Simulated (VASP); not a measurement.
Crystal: Ga2Ge2O3.

```xyz
7
Lattice="4.4212 0.0000 0.0000 -2.2106 3.8289 0.0000 0.0000 0.0000 7.5106" Properties=species:S:1:pos:R:3 pbc="T T T"
Ga    0.0000    0.0000    2.1726
Ga    0.0000    0.0000    5.3379
Ge    0.0000    0.0000    0.0000
Ge    2.2106    1.2763    3.7553
O     0.0000    2.5526    0.0000
O     2.2106    1.2763    0.0000
O     0.0000    0.0000    3.7553
```

The cell was built by a generator and needn't be a form met in nature.

```yaml
Program: VASP 6.6.1
Task: relaxation of cell and atoms
Functional: PBE
Potentials_or_basis: VASP PAW PBE potentials, release 64 (Ga_d, Ge_d, O)
Cutoff: 520 eV
k_mesh: 4 × 4 × 2
Occupations: gaussian, width 0.15 eV
Spin: no spin polarisation
```

At the start: pressure 10.6 GPa; volume 18.16 Å³/atom.

Where does the relaxation end?

Over 14 steps the energy falls by 733.6 meV/atom and the volume is 16.27 Å³/atom (-10.4 %); space group P-6m2 (No. 187, to 0.05 Å).

The path:
```tsv
step	energy change (eV)	largest force (eV/Å)	pressure (GPa)	volume (Å³)
1	0.0000	6.4404	10.61	127.14
2	-3.0998	2.3529	-9.78	146.07
3	-3.2908	2.4971	-6.16	138.68
4	-3.3117	2.6537	-7.61	141.20
5	-4.7824	1.0438	-5.52	126.23
6	-5.0419	0.5715	-3.22	119.31
7	-5.0570	0.4155	-2.78	117.23
8	-5.1185	0.2336	1.08	112.40
9	-5.1198	0.3065	-0.02	112.91
10	-5.1191	0.2335	2.47	112.52
11	-5.1197	0.2892	0.66	112.75
12	-5.1195	0.2468	1.56	112.66
13	-5.1354	0.1022	1.11	113.66
14	-5.1355	0.0530	-0.09	113.87
```

Final structure:
```xyz
7
Lattice="3.7657 0.0000 0.0000 -1.8828 3.2612 0.0000 0.0000 0.0000 9.2720" Properties=species:S:1:pos:R:3 pbc="T T T"
Ga    0.0000    0.0000    2.5424
Ga    0.0000    0.0000    6.7296
Ge   -1.8828    3.2612    0.0000
Ge    1.8828    1.0871    4.6360
O     0.0000    2.1741    0.0000
O     1.8828    1.0871    0.0000
O    -1.8828    3.2612    4.6360
```

Caveat: the k mesh is coarse (spacing up to 0.42 Å⁻¹), so the values aren't converged.
